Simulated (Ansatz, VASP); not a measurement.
## ZrC: VASP beside Ansatz

Wanted: the spread between two codes on one cell, functional and k mesh. The cell is taken from a series of runs on this material, whose earlier steps may have relaxed, scaled, displaced or heated it; both programs get it as it stands.

Main program and level: Ansatz 0.2.0; plane waves, with VASP 6.6.1 beside it; PBEsol.

## (1) Set-up

The structure is cubic, space group Fm-3m (No. 225). Conventional cell: a = 4.669 Å, b = 4.669 Å, c = 4.669 Å, α = 90.00°, β = 90.00°, γ = 90.00°. Nearest to Zr lie 6 C at 2.33 Å. C has 6 Zr at 2.33 Å nearest. Farther neighbours are not listed.

## (2) Ansatz: elastic constants, PBEsol

Ansatz runs on its default PAW (the set named soft_2) files.

Elastic constants are differences of stresses under small strains, so they test the stress and the mesh.

Input file input.yaml:

```yaml
crystal:
  lattice:
    - [0.0, 2.3344719936, 2.3344719936]
    - [2.3344719936, 0.0, 2.3344719936]
    - [2.3344719936, 2.3344719936, 0.0]
  atoms:
    - { symbol: Zr, position: [0.5, 0.5, 0.5] }
    - { symbol: C, position: [0.0, 0.0, 0.0] }
kpoints:
  mp_grid: { grid: [28, 28, 28] }
hamiltonian:
  xc: pbesol
scf:
  occupations: { method: methfessel_paxton, width: 0.25 }
output:
  forces: true
  stress: true
  eigenvalues: true
elastic:
  mode: relaxed_ion
  stencil: two_point
  amplitude: 0.01
```

Launch:

```
> ansatz run input.yaml --threads 4 --pin off --max-ram 16384MiB --backend cpu --events-out ev --progress --plain --runs-dir out
```

Numbers of over 12 decimals in the logs are rounded to 6 here.

The log of the run:

```text
Engine: ansatz 0.2.0, aarch64-unknown-linux-gnu
Pseudopotentials: kind: paw
Pseudopotential: Zr, paw, valence charge 12, recommended cutoff 420 eV (normal), Zr.paw.azcp
Pseudopotential: C, paw, valence charge 4, recommended cutoff 420 eV (normal), C.paw.azcp
Functional definition: PBEsol
  exchange = pbesol_x
  correlation = pbesol_c
Crystal: 2 atoms, lattice volume = 25.445 Å³
Basis set: ecut = 420 eV, 531 PW (Γ), exchange–correlation on 48×48×48 points (8 copies of the dense FFT grid, shifted against one another)
Bands: 12, of which v1, the nominal top of the filled ones, is band 8 counted from 1 (7 counted from 0)
Symmetry: 48 space group operations
Space group: Fm-3m (ITA 225), of the structure as read, at distance tolerance 2.9e-5 Å
k-points: 624 of 21952
Non-local potential: Zr, projectors of the file, l = 0: 3, l = 1: 2, l = 2: 2, l = 3: 2
Non-local potential: C, projectors of the file, l = 0: 2, l = 1: 2, l = 2: 1
PAW form: soft (Blöchl's): semilocal exchange-correlation on the pseudo side does not see the compensation charge
PAW frozen core: Zr, regenerated for the run's functional, and the local potential with it (the file was generated under x = pbe(κ = 0.804, μ = 0.219515), c = pbe(β = 0.066725))
PAW frozen core: C, regenerated for the run's functional, and the local potential with it (the file was generated under x = pbe(κ = 0.804, μ = 0.219515), c = pbe(β = 0.066725))
PAW one-centre angular grid: Zr, 590 points (default); XC on 64 Gauss nodes
PAW one-centre angular grid: C, 110 points (default); XC on 64 Gauss nodes
Initial density: superposition of atomic densities (neutral atoms: chi_scale 0, normalization atom), corrected by the library's trained network
Initial wavefunctions: pseudopotential atomic-orbital guess
Functional: x = pbesol(κ = 0.804, μ = 0.123457), c = pbesol(β = 0.046)
SCF iter   1: F=—  HF=-4377.179558 eV  |F-HF|=—  |Δ(HF+E_count)|=         —  Δρ=9.00e-3  dr2=2.62e-2  ethr=1.77e-3  ⟨swp⟩=5.0  Hψ=38109  notcnv=0
preconditioner: auto → none  [metal: Δε(μ)=0.004 eV  Ē_g=18.034 eV  σ=0.250 eV  W_gap=0.01  n_scr=8 (ndim 8)  ℏωp=27.5 eV  f_vac=0.000  D(μ)=0.30/eV (n_scr^D=0)  sad-step TF]
SCF iter   2: F=—  HF=-4377.175451 eV  |F-HF|=—  |Δ(HF+E_count)|=   4.11e-3  S|Δr|=    0.00e0  Δρ=5.59e-3  dr2=1.08e-2  ethr=1.64e-4  ⟨swp⟩=1.0  Hψ=12480  notcnv=0
SCF iter   3: F=—  HF=-4377.173028 eV  |F-HF|=—  |Δ(HF+E_count)|=   2.42e-3  S|Δr|=    0.00e0  Δρ=6.33e-4  dr2=4.87e-5  ethr=6.74e-5  ⟨swp⟩=2.0  Hψ=9562  notcnv=0
SCF iter   4: F=—  HF=-4377.173007 eV  |F-HF|=—  |Δ(HF+E_count)|=   2.09e-5  S|Δr|=    0.00e0  Δρ=1.42e-4  dr2=2.37e-6  ethr=3.04e-7  ⟨swp⟩=2.1  Hψ=12117  notcnv=0
SCF iter   5: F=—  HF=-4377.173008 eV  |F-HF|=—  |Δ(HF+E_count)|=   2.64e-7  S|Δr|=    0.00e0  Δρ=1.79e-5  dr2=5.17e-8  ethr=1.48e-8  ⟨swp⟩=2.8  Hψ=12606  notcnv=0
SCF iter   6: F=—  HF=-4377.173008 eV  |F-HF|=—  |Δ(HF+E_count)|=   3.77e-7  S|Δr|=    0.00e0  Δρ=1.07e-6  dr2=1.22e-10  ethr=3.23e-10  ⟨swp⟩=2.0  Hψ=12476  notcnv=0
SCF iter   7: F=—  HF=-4377.173008 eV  |F-HF|=—  |Δ(HF+E_count)|=  3.64e-12  S|Δr|=    0.00e0  Δρ=5.56e-8  dr2=4.18e-13  ethr=7.62e-13 (applied; sched 1.00e-12)  ⟨swp⟩=2.0  Hψ=12382  notcnv=0
SCF iter   8: F=-4377.173008 eV  HF=-4377.173008 eV  |F-HF|=0.00e0  |Δ(HF+E_count)|=  9.09e-13  S|Δr|=    0.00e0  Δρ=2.72e-9  dr2=4.45e-16  ethr=1.00e-12  ⟨swp⟩=4.8  Hψ=24840  notcnv=0
SCF 1 converged in 8 iterations: F = -4377.173008 eV  dr2 = 4.45e-16
  greatest PAW one-centre occupation: 0.996 electrons in one spin orbital (limit 2), on the Zr atom at site 0 (counted from 0), in its partial waves of l = 0
Crystal: 2 atoms, lattice volume = 25.190 Å³
Symmetry: 16 space group operations
k-points: 1639 of 21952
Initial density: handed on by an earlier stage of this run
Initial wavefunctions: those handed on with the density
iter 1 solved again at ethr=8.60e-6 eV; its pass at ethr=3.10e-3 eV (dr2=1.38e-3 eV) is discarded
SCF iter   1: F=—  HF=-4377.169384 eV  |F-HF|=—  |Δ(HF+E_count)|=         —  Δρ=2.28e-3  dr2=1.44e-3  ethr=8.60e-6  ⟨swp⟩=1.2  Hψ=137072  notcnv=0
preconditioner: auto → none  [metal: Δε(μ)=0.003 eV  Ē_g=18.097 eV  σ=0.250 eV  W_gap=0.01  n_scr=8 (ndim 8)  ℏωp=27.7 eV  f_vac=0.000  D(μ)=0.29/eV (n_scr^D=0)]
[...]
SCF 2 converged in 8 iterations: F = -4377.168922 eV  dr2 = 8.57e-15
Crystal: 2 atoms, lattice volume = 25.699 Å³
[...]
preconditioner: auto → none  [metal: Δε(μ)=0.003 eV  Ē_g=18.002 eV  σ=0.250 eV  W_gap=0.01  n_scr=8 (ndim 8)  ℏωp=27.4 eV  f_vac=0.000  D(μ)=0.29/eV (n_scr^D=0)]
[...]
SCF 3 converged in 6 iterations: F = -4377.169199 eV  dr2 = 1.74e-14
Crystal: 2 atoms, lattice volume = 25.444 Å³
Symmetry: 8 space group operations
k-points: 3060 of 21952
[...]
preconditioner: auto → none  [metal: Δε(μ)=0.002 eV  Ē_g=18.048 eV  σ=0.250 eV  W_gap=0.01  n_scr=8 (ndim 8)  ℏωp=27.5 eV  f_vac=0.000  D(μ)=0.29/eV (n_scr^D=0)]
[...]
SCF iter   5: F=—  HF=-4377.171772 eV  |F-HF|=—  |Δ(HF+E_count)|=  1.20e-10  S|Δr|=    0.00e0  Δρ=3.64e-7  dr2=2.12e-11  ethr=2.21e-12  ⟨swp⟩=2.4  Hψ=63107  notcnv=0
SCF iter   6: F=—  HF=-4377.171772 eV  |F-HF|=—  |Δ(HF+E_count)|=    0.00e0  S|Δr|=    0.00e0  Δρ=5.71e-8  dr2=3.80e-13  ethr=1.32e-13 (applied; sched 1.00e-12)  ⟨swp⟩=2.0  Hψ=48050  notcnv=0
SCF iter   7: F=-4377.171772 eV  HF=-4377.171772 eV  |F-HF|=9.09e-13  |Δ(HF+E_count)|=  9.09e-13  S|Δr|=    0.00e0  Δρ=5.64e-9  dr2=6.15e-15  ethr=1.00e-12  ⟨swp⟩=4.6  Hψ=121749  notcnv=0
SCF 4 converged in 7 iterations: F = -4377.171772 eV  dr2 = 6.15e-15
iter 1 solved again at ethr=2.36e-9 eV; its pass at ethr=3.10e-3 eV (dr2=3.77e-7 eV) is discarded
SCF iter   1: F=—  HF=-4377.171772 eV  |F-HF|=—  |Δ(HF+E_count)|=         —  Δρ=3.45e-5  dr2=3.16e-7  ethr=2.36e-9  ⟨swp⟩=2.1  Hψ=248573  notcnv=0
SCF iter   2: F=—  HF=-4377.171772 eV  |F-HF|=—  |Δ(HF+E_count)|=   6.12e-7  S|Δr|=    0.00e0  Δρ=1.35e-5  dr2=3.48e-8  ethr=1.97e-9  ⟨swp⟩=2.0  Hψ=41965  notcnv=0
SCF iter   3: F=—  HF=-4377.171772 eV  |F-HF|=—  |Δ(HF+E_count)|=  8.16e-10  S|Δr|=    0.00e0  Δρ=2.71e-6  dr2=1.12e-9  ethr=2.18e-10  ⟨swp⟩=2.0  Hψ=41636  notcnv=0
SCF iter   4: F=—  HF=-4377.171772 eV  |F-HF|=—  |Δ(HF+E_count)|=  9.82e-11  S|Δr|=    0.00e0  Δρ=2.41e-7  dr2=9.22e-12  ethr=7.01e-12  ⟨swp⟩=2.0  Hψ=54642  notcnv=0
SCF iter   5: F=—  HF=-4377.171772 eV  |F-HF|=—  |Δ(HF+E_count)|=  9.09e-13  S|Δr|=    0.00e0  Δρ=4.27e-8  dr2=2.83e-13  ethr=5.76e-14 (applied; sched 1.00e-12)  ⟨swp⟩=2.6  Hψ=60622  notcnv=0
SCF iter   6: F=-4377.171772 eV  HF=-4377.171772 eV  |F-HF|=9.09e-13  |Δ(HF+E_count)|=  1.82e-12  S|Δr|=    0.00e0  Δρ=7.76e-9  dr2=1.30e-14  ethr=1.00e-12  ⟨swp⟩=4.0  Hψ=118186  notcnv=0
SCF 5 converged in 6 iterations: F = -4377.171772 eV  dr2 = 1.30e-14
SCF converged after 8 iterations
Stability not checked: this state was not tested for a lower state beside it, because cold or Methfessel-Paxton smearing, or corrected tetrahedra, fill the levels in a way that the test cannot read (fill_not_monotonic; see scf.lower_state_search)
Free energy (F): -4377.173008 eV
Harris-Foulkes:  -4377.173008 eV  (|F-HF|=0.00e0)
Internal energy: -4377.173433 eV  (E = F + TS)
E sigma→0 (E₀):  -4377.173114 eV
Entropy (-TS):   0.000425 eV (0.212 meV/atom)
Fermi energy:    15.092226 eV
--- Per-component energies (eV) ---
  E_band       = -44.144693
  E_kinetic    = 423.212739
  E_local      = -585.172645  (includes V_loc(G=0)·N_el)
  E_nonlocal   = 106.197771
  E_hartree    = 175.370164
  E_xc         = -210.142003
  E_vxc        = -252.285924  (∫ρ·V_xc dr)
  E_paw        = -2994.277948  (= ΣΔE_a)
  E_vpaw       = -86.836993  (= ΣTr[D̂ρ^β])
  E_aug_tail   = 0.000029  (compensation charges beyond the density's cutoff)
  E_ewald      = -1292.548362
  E_core_change = 0.186821  (= ΣΔE_core)
  E_smearing   = 0.000425  (= −TS)
  E_closure    = -0.000000  (closes the sum)
  Σ components = -4377.173008   (vs F -4377.173008, Δ=0.00e0)
--- Forces (eV/Å), atoms counted from 1 ---
  atom   1  Zr     0.00000000     0.00000000    -0.00000000
  atom   2  C     -0.00000000     0.00000000     0.00000000
  max |Σ_I F_I| component: 2.18e-29 eV/Å
--- Stress (GPa, compression-positive) ---
       -0.000258      -0.000000      -0.000000
       -0.000000      -0.000258      -0.000000
       -0.000000      -0.000000      -0.000258
  P = ⅓ Tr σ = -0.0003 GPa (-0.003 kbar)
--- Band table (eV; the first three rows and the last of 624) ---
  k-point 0: bands = [... 4 lower, 3.7270, 16.0392, 16.0392, 16.0392, 16.1469, 16.1469, 16.1469, 17.9460]
  k-point 1: bands = [... 4 lower, 3.7577, 15.6374, 15.7794, 15.7794, 16.2752, 16.2752, 16.4796, 18.1397]
  k-point 2: bands = [... 4 lower, 3.8489, 15.1301, 15.3624, 15.3624, 16.4090, 16.4090, 16.7908, 18.6087]
  k-point 623: bands = [... 4 lower, 5.6342, 12.3871, 12.7166, 12.7166, 18.4174, 18.4174, 20.9139, 22.3073]
--- Elastic constants: 2 strain directions × 2 members + reference (group order 48) ---
  dense FFT box of the reference and of every strained cell: 24×24×24
  strains applied: 11, 23; error gains: componentwise 1.00 (the most a stress slope's error grows in a printed constant), spectral 1.73 (1 for all six strains in a standard setting)
  C = ∂σ_k/∂η_j (tension-positive GPa; Voigt order 11 22 33 23 13 12):
       497.321    105.966    105.966     -0.000      0.000      0.000
       105.966    497.321    105.966      0.000     -0.000      0.000
       105.966    105.966    497.321      0.000      0.000      0.000
         0.000     -0.000     -0.000    155.691      0.000     -0.000
        -0.000     -0.000      0.000     -0.000    155.691      0.000
         0.000     -0.000     -0.000     -0.000      0.000    155.691
  reference stress σ⁰ (GPa):      0.000      0.000      0.000      0.000      0.000      0.000
  C* (energy form; C + prestress term) asymmetry max|C*_kj − C*_jk| = 4.263e-14 GPa — a small one proves nothing (zero by symmetry where the batch's group is 432, −43m or m−3m); a large one is finite-difference/SCF noise where every solve meets its electron count
  moduli (Voigt/Reuss/Hill, GPa): K = 236.42/236.42/236.42   G = 171.69/169.55/170.62   E = 412.60   ν = 0.209
  mechanically stable: yes (min eigenvalue of sym C = 155.69 GPa)
  strain η (Voigt 11):  stress-route row diagonal C_11 = 497.32 GPa, energy-path curvature d²(F+E_count+ΔE)/dδ²/Ω₀ = 497.00 GPa
         δ    σ_11 (GPa)             F (eV)   n_scf  n_hpsi   n_pw
    -1.000e-2      -5.2361       -4377.1689218       8  407737    531   relax 0 steps, max|allowed force component| 3.40e-30 eV/Å
     1.000e-2       4.7104       -4377.1691993       6  332812    532   relax 0 steps, max|allowed force component| 6.51e-30 eV/Å
  strain η (Voigt 23):  stress-route row diagonal C_44 = 155.69 GPa, energy-path curvature d²(F+E_count+ΔE)/dδ²/Ω₀ = 155.70 GPa
         δ    σ_23 (GPa)             F (eV)   n_scf  n_hpsi   n_pw
    -1.000e-2      -1.5569       -4377.1717718       7  666739    531   relax 0 steps, max|allowed force component| 4.54e-29 eV/Å
     1.000e-2       1.5569       -4377.1717718       6  608242    531   relax 0 steps, max|allowed force component| 3.63e-29 eV/Å
```

(Continued in part 2 of 2.)

[Lines on the potential files, build, host, timing and source positions are cut from VASP's logs without a mark.]

[Logs are printed without paths, hosts, clocks, repeated set-up lines and the standing remarks that a program may print on its own settings, such as how far it seeks lower states.]

[Hosts, paths, dates, database ids (printed as entryN), source tags and the programs' standing remarks are cut or masked in the printed files.]
